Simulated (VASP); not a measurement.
Consider the following.

```
CELL_PARAMETERS angstrom
      0.00000     2.74804     2.74804
      2.74804     0.00000     2.74804
      2.74804     2.74804     0.00000
ATOMIC_POSITIONS crystal
  Ga 0.00000 0.00000 0.00000
  P  0.25000 0.25000 0.25000
```

Level of theory: AM05 GGA, VASP's PBE PAW potentials (set 64) (plane waves; VASP). Numerical set-up: 520 eV cut-off, 8×8×8 Γ-centred mesh, Gaussian smearing of 0.050 eV, potentials Ga_d P.

Give the stress tensor in GPa (positive for a compressed cell).

```
-2.29   0.00   0.00
 0.00  -2.29   0.00
 0.00   0.00  -2.29
```
The pressure is its mean diagonal, -2.29 GPa.

The compound is GaP in the zinc blende structure. This cell is one point of a volume scan, at 1.03 of the reference volume.
